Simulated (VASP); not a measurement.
Crystal: F2CH2, in a box.

```
F C H
1.0
    12.00000    0.00000    0.00000
     0.00000   11.00000    0.00000
     0.00000    0.00000   11.00000
F C H
2 1 2
Direct
  0.41092 0.52241 0.56648
  0.59124 0.48874 0.56783
  0.50121 0.50350 0.49551
  0.48847 0.42022 0.44304
  0.51414 0.58360 0.43835
```

Base run:

```yaml
Program: VASP 6.6.1
Functional: LDA
Potentials_or_basis: VASP PAW LDA potentials, release 64 (F, C, H)
Cutoff: 520 eV
k_mesh: 1 × 1 × 1
Occupations: gaussian, width 0.01 eV
Spin: no spin polarisation
```

Its results: gap between the frontier levels 7.68 eV; largest force 0.386 eV/Å.

**Question.** The run is repeated on the same cell with these changes: functional from LDA to PBE0; potentials or basis from VASP PAW LDA potentials, release 64 (F, C, H) to VASP PAW PBE potentials, release 64 (F_s, C_s, H_s); cutoff from 520 eV to 400 eV. What comes out?

**Answer.** Gap between the frontier levels 9.69 eV; largest force 1.685 eV/Å.

Caveats: the PAW data sets were made with another functional, which shifts forces and pressure a little (some runs).

A k mesh can miss the band edges.

Not every run made on this cell is shown here.
